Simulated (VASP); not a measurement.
OSZICAR of a VASP run on CdTe (zinc blende):

**OSZICAR**
```
       N       E                     dE             d eps       ncg     rms          rms(c)
DAV:   1     0.107761423923E+03    0.10776E+03   -0.84041E+03   762   0.119E+03
DAV:   2     0.373962305613E+01   -0.10402E+03   -0.10025E+03   854   0.278E+02
DAV:   3    -0.372020546391E+00   -0.41116E+01   -0.41028E+01   889   0.568E+01
DAV:   4    -0.414335137451E+00   -0.42315E-01   -0.42309E-01  1096   0.513E+00
DAV:   5    -0.414451115048E+00   -0.11598E-03   -0.11598E-03   879   0.249E-01    0.519E+00
DAV:   6    -0.187480883441E+00    0.22697E+00   -0.49568E-01   864   0.903E+00    0.431E+00
DAV:   7    -0.173012954835E+00    0.14468E-01   -0.11173E-01   829   0.243E+00    0.169E+00
DAV:   8    -0.173137236352E+00   -0.12428E-03   -0.89670E-03   784   0.132E+00    0.495E-01
DAV:   9    -0.173231000630E+00   -0.93764E-04   -0.82929E-04   884   0.340E-01    0.913E-02
DAV:  10    -0.173249591108E+00   -0.18590E-04   -0.10207E-04   794   0.113E-01    0.443E-02
DAV:  11    -0.173262570517E+00   -0.12979E-04   -0.32162E-05   774   0.443E-02    0.275E-02
DAV:  12    -0.173261356305E+00    0.12142E-05   -0.29742E-06   861   0.140E-02    0.141E-02
DAV:  13    -0.173261235498E+00    0.12081E-06   -0.19941E-07   829   0.317E-03    0.100E-02
DAV:  14    -0.173261033708E+00    0.20179E-06   -0.21987E-07   796   0.347E-03    0.197E-03
DAV:  15    -0.173261036976E+00   -0.32678E-08   -0.17492E-08   397   0.121E-03
   1 F= -.17326104E+00 E0= -.17326104E+00  d E =0.000000E+00
```

Q: Which electronic solver shows in the log?

A: It is blocked Davidson (ALGO = Normal, or the opening steps of other solvers). The INCAR had ALGO = Normal.

Q: Can the final energy be trusted as converged?

A: Self-consistency was reached. It stopped with EDIFF = 1E-7, NELM = 100 (rev-vdW-DF2, plane waves, VASP's PBE PAW potentials (set 64)).

The compound is CdTe in the zinc blende structure. It was relaxed first.
